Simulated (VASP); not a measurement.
Data:

```
CELL_PARAMETERS angstrom
     -3.15975     3.15975     3.15975
      3.15975    -3.15975     3.15975
      3.15975     3.15975    -3.15975
ATOMIC_POSITIONS crystal
  Cs 0.00000 0.00000 0.00000
```

All values below come from PBE GGA, VASP's PBE PAW potentials (set 64) (plane waves; VASP). Numerical set-up: 300 eV cut-off, 6×6×6 Γ-centred mesh, Fermi-Dirac smearing of 0.050 eV, potentials Cs_sv.

Task: Give the energies of bands 5 to 7 at the high-symmetry points, in eV from the Fermi level.

Result: 
```
band      Γ     H     N     P
----  -----  ----  ----  ----
5     -1.59  0.71  0.06  0.96
6      2.43  0.71  0.78  0.96
7      2.43  2.78  1.64  0.96
```

It has no gap at this level: it comes out as a metal or semimetal.

The structure comes from a computed database's Cs entry; how it stands against other phases isn't given here. The cell was not relaxed at this level.
